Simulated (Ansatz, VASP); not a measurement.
# Cross-check of TcSn between VASP and Ansatz

One calculation is typed for both programs; each brings its own data sets. How far apart do they land? The cell is generated by rule, not measured, and may not be a known phase. The cell is taken from a series of runs on this material, whose earlier steps may have relaxed, scaled, displaced or heated it; both programs get it as it stands.

Calculated with Ansatz 0.2.0; plane waves, with VASP 6.6.1 beside it; zone-centre phonons at PBEsol.

The structure was built from a prototype and need not be the compound's stable phase.

## (1) The structure

It takes space group Pm-3m (No. 221, cubic). The conventional cell has a = 3.221 Å, b = 3.221 Å, c = 3.221 Å, α = 90.00°, β = 90.00°, γ = 90.00°. Sn has 8 Tc at 2.79 Å nearest. Nearest to Tc lie 8 Sn at 2.79 Å. Farther neighbours are not listed.

Coordinates:

```
Sn Tc
1.0
     3.22137    0.00000    0.00000
     0.00000    3.22137    0.00000
     0.00000    0.00000    3.22137
Sn Tc
1 1
Direct
  0.00000 0.00000 0.00000
  0.50000 0.50000 0.50000
```

## (2) VASP: zone-centre phonons, PBEsol

Second derivatives magnify differences that forces hide, and they need a tight electronic threshold.

Lines of VASP's logs that name or quote its potential files are left out, and so is its time.

Contents of INCAR:

```
SYSTEM = TcSn
PREC = Accurate
ENCUT = 500
EDIFF = 1E-08
NELM = 120
ISMEAR = 1
SIGMA = 0.15
LREAL = .FALSE.
ALGO = Normal
GGA = PS
NBANDS = 19
LASPH = .TRUE.
LORBIT = 11
LWAVE = .FALSE.
LCHARG = .FALSE.
ISIF = 2
IBRION = 8
GGA_COMPAT = .FALSE.
KPAR = 2
```

Contents of POSCAR:

```
TcSn
1.0
    3.2213741624      0.0000000000      0.0000000000
    0.0000000000      3.2213741624      0.0000000000
    0.0000000000      0.0000000000      3.2213741624
Sn Tc
1 1
Direct
    0.0000000000      0.0000000000      0.0000000000
    0.5000000000      0.5000000000      0.5000000000
```

Contents of KPOINTS:

```
Automatic mesh
0
Gamma
12 12 12
0 0 0
```

Potentials, in the order of the species: Sn_d and Tc_pv (PBE family, release 64).

Started as:

```bash
$ mpirun -np 2 vasp_std
```

Numbers of over 12 decimals in the logs are rounded to 6 here.

The log of the run:

```text
[banner, memory and clock lines left out]
running    2 mpi-ranks, on    1 nodes
 distrk:  each k-point on    1 cores,    2 groups
 distr:  one band on    1 cores,    1 groups

 POSCAR found type information on POSCAR SnTc
 POSCAR found :  2 types and       2 ions
|                                                                             |
|               ----> ADVICE to this user running VASP <----                  |
|                                                                             |
|     You enforced a specific xc type in the INCAR file but a different       |
|     [... a line on the potential file left out ...]
|     I HOPE YOU KNOW WHAT YOU ARE DOING!                                     |
|                                                                             |

 LDA part: xc-table for (Slater+PW92), standard interpolation
 POSCAR, INCAR and KPOINTS ok, starting setup
 FFT: planning ... GRIDC
 FFT: planning ... GRID_SOFT
 FFT: planning ... GRID
 WAVECAR not read
 entering main loop
       N       E                     dE             d eps       ncg     rms          rms(c)
DAV:   1     0.274030455528E+03    0.27403E+03   -0.14228E+04  3387   0.210E+03
DAV:   2     0.946853048569E+00   -0.27308E+03   -0.26734E+03  3275   0.495E+02
DAV:   3    -0.154141716338E+02   -0.16361E+02   -0.15939E+02  3521   0.121E+02
DAV:   4    -0.158030777633E+02   -0.38891E+00   -0.38795E+00  3631   0.188E+01
DAV:   5    -0.158141006139E+02   -0.11023E-01   -0.11022E-01  3919   0.328E+00    0.149E+01
DAV:   6    -0.153125293861E+02    0.50157E+00   -0.31466E+00  3398   0.125E+01    0.397E+00
DAV:   7    -0.152315686871E+02    0.80961E-01   -0.42455E-01  3988   0.635E+00    0.353E+00
DAV:   8    -0.152079973511E+02    0.23571E-01   -0.66525E-02  4249   0.283E+00    0.226E-01
DAV:   9    -0.152068007265E+02    0.11966E-02   -0.36239E-03  4162   0.947E-01    0.759E-02
DAV:  10    -0.152067452017E+02    0.55525E-04   -0.14142E-04  3803   0.131E-01    0.230E-02
DAV:  11    -0.152067436775E+02    0.15242E-05   -0.57757E-06  3992   0.227E-02    0.735E-03
DAV:  12    -0.152067437630E+02   -0.85538E-07   -0.95109E-07  3762   0.109E-02    0.177E-03
DAV:  13    -0.152067436322E+02    0.13084E-06   -0.55427E-08  3547   0.227E-03    0.236E-04
DAV:  14    -0.152067436349E+02   -0.27071E-08   -0.12162E-09  1929   0.388E-04
   1 F= -.15206744E+02 E0= -.15206615E+02  d E =-.386064E-03
 Linear response reoptimize wavefunctions to high precision
DAV:   1    -0.152067436361E+02   -0.11801E-08   -0.28439E-10  1974   0.194E-04
DAV:   2    -0.152067436361E+02   -0.12733E-10   -0.74255E-11  1884   0.937E-05
 Linear response DOF=           2
 Linear response progress:
  Degree of freedom:   1/  2
       N       E                     dE             d eps       ncg     rms          rms(c)
RMM:   1    -0.206357108826E+00   -0.20636E+00    0.13389E+00  8633   0.162E+01
RMM:   2    -0.212797856202E+00   -0.64407E-02   -0.17375E-02 12806   0.997E-01    0.646E-02
RMM:   3    -0.213022142977E+00   -0.22429E-03   -0.13599E-03 13525   0.272E-01    0.329E-02
RMM:   4    -0.213065859731E+00   -0.43717E-04   -0.11153E-04 14629   0.852E-02    0.127E-02
RMM:   5    -0.213069413613E+00   -0.35539E-05   -0.12640E-05 14810   0.283E-02    0.352E-03
RMM:   6    -0.213057063399E+00    0.12350E-04   -0.20151E-06 14859   0.949E-03    0.127E-03
RMM:   7    -0.213053503970E+00    0.35594E-05   -0.55819E-07 15018   0.351E-03    0.678E-04
RMM:   8    -0.213049080228E+00    0.44237E-05   -0.13402E-07 14311   0.168E-03    0.103E-04
RMM:   9    -0.213048652416E+00    0.42781E-06    0.44083E-08 15511   0.853E-04    0.591E-05
RMM:  10    -0.213047953731E+00    0.69868E-06    0.35302E-07 14683   0.482E-04    0.190E-05
RMM:  11    -0.213047760541E+00    0.19319E-06    0.32612E-07 14482   0.305E-04    0.679E-06
RMM:  12    -0.213047589054E+00    0.17149E-06    0.24347E-07 15050   0.207E-04    0.473E-06
RMM:  13    -0.213047625705E+00   -0.36650E-07    0.15848E-07 15056   0.146E-04    0.287E-06
RMM:  14    -0.213047498846E+00    0.12686E-06    0.10759E-07 14263   0.114E-04    0.196E-06
RMM:  15    -0.213047531190E+00   -0.32345E-07    0.69509E-08 13518   0.874E-05    0.773E-07
RMM:  16    -0.213047499345E+00    0.31846E-07    0.46224E-08 13625   0.725E-05    0.144E-07
RMM:  17    -0.213047502175E+00   -0.28305E-08    0.29229E-08 10616   0.615E-05    0.369E-07
 first order change of Fermi-energy   0.66246E-03
 force on displaced ion       1 direction 1 :  -7.065  -0.000   0.000
 Linear response progress:
  Degree of freedom:   2/  2
       N       E                     dE             d eps       ncg     rms          rms(c)
RMM:   1    -0.877608156301E+00   -0.87761E+00   -0.38978E+00  9731   0.310E+01
RMM:   2    -0.979572861787E+00   -0.10196E+00   -0.16049E-01 13062   0.270E+00    0.117E-01
RMM:   3    -0.978801194853E+00    0.77167E-03   -0.25713E-03 13987   0.390E-01    0.653E-02
RMM:   4    -0.977686821436E+00    0.11144E-02   -0.24364E-04 13855   0.133E-01    0.166E-02
RMM:   5    -0.977580623565E+00    0.10620E-03   -0.15771E-05 15284   0.296E-02    0.102E-02
RMM:   6    -0.977440805603E+00    0.13982E-03   -0.22217E-06 14629   0.104E-02    0.114E-03
RMM:   7    -0.977450028261E+00   -0.92227E-05   -0.39177E-07 14662   0.294E-03    0.340E-04
RMM:   8    -0.977452569691E+00   -0.25414E-05   -0.75632E-08 15199   0.118E-03    0.126E-04
RMM:   9    -0.977453803355E+00   -0.12337E-05   -0.13322E-07 15392   0.533E-04    0.451E-05
RMM:  10    -0.977453890288E+00   -0.86934E-07   -0.79091E-09 15147   0.276E-04    0.148E-05
RMM:  11    -0.977453839150E+00    0.51139E-07    0.10914E-09 15379   0.164E-04    0.513E-06
RMM:  12    -0.977453688766E+00    0.15038E-06   -0.67807E-09 15292   0.116E-04    0.117E-06
RMM:  13    -0.977453643501E+00    0.45265E-07   -0.10642E-08 14380   0.892E-05    0.496E-07
RMM:  14    -0.977453624619E+00    0.18882E-07   -0.11539E-08 12650   0.765E-05    0.299E-07
RMM:  15    -0.977453614645E+00    0.99743E-08   -0.13492E-08 11689   0.698E-05    0.153E-07
 first order change of Fermi-energy   0.10932E-02
 force on displaced ion       2 direction 1 :  -7.060  -0.000   0.000
 Linear response finished
```

From OUTCAR (step 2):

```text
ion  position               nearest neighbor table
   1  0.000  0.000  0.000-   2 2.79   2 2.79   2 2.79   2 2.79   2 2.79   2 2.79   2 2.79   2 2.79

  LATTYP: Found a simple cubic cell.
 ALAT       =     3.2213741624

 Subroutine GETGRP returns: Found 48 space group operations
 (whereof 48 operations were pure point group operations)

The static configuration has the point symmetry O_h .

 Found     84 irreducible k-points:

   k-points           NKPTS =     84   k-points in BZ     NKDIM =     84   number of bands    NBANDS=     19

   dimension x,y,z NGX =    24 NGY =   24 NGZ =   24
   dimension x,y,z NGXF=    48 NGYF=   48 NGZF=   48

   ENCUT  =  500.0 eV  36.75 Ry    6.06 a.u.   5.87  5.87  5.87*2*pi/ulx,y,z

   NELECT =      27.0000    total number of electrons

 k-points in reciprocal lattice and weights: Automatic mesh
   0.00000000  0.00000000  0.00000000       0.001
   0.08333333  0.00000000  0.00000000       0.003
   0.16666667  0.00000000  0.00000000       0.003
   0.25000000  0.00000000  0.00000000       0.003
   0.33333333  0.00000000  0.00000000       0.003
   0.41666667  0.00000000  0.00000000       0.003
   0.50000000  0.00000000  0.00000000       0.002
   0.08333333  0.08333333  0.00000000       0.007
   0.16666667  0.08333333  0.00000000       0.014
[...]
0.50000000  0.50000000  0.41666667       0.003
   0.50000000  0.50000000  0.50000000       0.001

 average (electrostatic) potential at core
       1 -94.0931       2 -66.7214

  Total       -0.0217412     -0.0217412     -0.0217412      0.0000000      0.0000000     -0.0000000
  in kB       -1.0420065     -1.0420065     -1.0420065      0.0000000      0.0000000     -0.0000000
  external PRESSURE =      -1.0420065 kB  Pullay stress =       0.0000000 kB

  energy-cutoff  :      500.00
  volume of cell :       33.43
      direct lattice vectors                 reciprocal lattice vectors
     3.221374162  0.000000000  0.000000000     0.310426529  0.000000000  0.000000000
     0.000000000  3.221374162  0.000000000     0.000000000  0.310426529  0.000000000
     0.000000000  0.000000000  3.221374162     0.000000000  0.000000000  0.310426529

 POSITION                                       TOTAL-FORCE (eV/Angst)
 -----------------------------------------------------------------------------------
      0.00000      0.00000      0.00000         0.000000      0.000000      0.000000
      1.61069      1.61069      1.61069         0.000000      0.000000      0.000000
 -----------------------------------------------------------------------------------
    total drift:                                0.000000      0.000000     -0.000000

 Eigenvectors and eigenvalues of the dynamical matrix
 ----------------------------------------------------

   1 f  =    5.655976 THz    35.537546 2PiTHz  188.663057 cm-1    23.391227 meV
             X         Y         Z           dx          dy          dz
      0.000000  0.000000  0.000000    -0.633242    0.231692   -0.000000
      1.610687  1.610687  1.610687     0.693498   -0.253739    0.000000

   2 f  =    5.655976 THz    35.537546 2PiTHz  188.663057 cm-1    23.391227 meV
             X         Y         Z           dx          dy          dz
      0.000000  0.000000  0.000000     0.231692    0.633242    0.000000
      1.610687  1.610687  1.610687    -0.253739   -0.693498    0.000000

   3 f  =    5.655976 THz    35.537546 2PiTHz  188.663057 cm-1    23.391227 meV
             X         Y         Z           dx          dy          dz
      0.000000  0.000000  0.000000     0.000000    0.000000   -0.674297
      1.610687  1.610687  1.610687     0.000000    0.000000    0.738460

   4 f/i=    0.001015 THz     0.006374 2PiTHz    0.033841 cm-1     0.004196 meV
             X         Y         Z           dx          dy          dz
      0.000000  0.000000  0.000000    -0.166205    0.719513    0.000000
      1.610687  1.610687  1.610687    -0.151764    0.656996    0.000000

   5 f/i=    0.001015 THz     0.006374 2PiTHz    0.033841 cm-1     0.004196 meV
             X         Y         Z           dx          dy          dz
      0.000000  0.000000  0.000000     0.000000    0.000000   -0.738460
      1.610687  1.610687  1.610687     0.000000    0.000000   -0.674297

   6 f/i=    0.001015 THz     0.006374 2PiTHz    0.033841 cm-1     0.004196 meV
             X         Y         Z           dx          dy          dz
      0.000000  0.000000  0.000000     0.719513    0.166205    0.000000
      1.610687  1.610687  1.610687     0.656996    0.151764    0.000000

 ELASTIC MODULI CONTR FROM IONIC RELAXATION (kBar)
 Direction    XX          YY          ZZ          XY          YZ          ZX
 --------------------------------------------------------------------------------
 XX           0.0000      0.0000      0.0000      0.0000      0.0000      0.0000
 YY           0.0000      0.0000      0.0000      0.0000      0.0000      0.0000
 ZZ           0.0000      0.0000      0.0000      0.0000      0.0000      0.0000
 XY           0.0000      0.0000      0.0000      0.0000      0.0000      0.0000
 YZ           0.0000      0.0000      0.0000      0.0000      0.0000      0.0000
 ZX           0.0000      0.0000      0.0000      0.0000      0.0000      0.0000
 --------------------------------------------------------------------------------
```

(Part 1 of 2 ends here.)

[Lines on the potential files, build, host, timing and source positions are cut from VASP's logs without a mark.]

[Logs are printed without paths, hosts, clocks, repeated set-up lines and the standing remarks that a program may print on its own settings, such as how far it seeks lower states.]

[Hosts, paths, dates, database ids (printed as entryN), source tags and the programs' standing remarks are cut or masked in the printed files.]
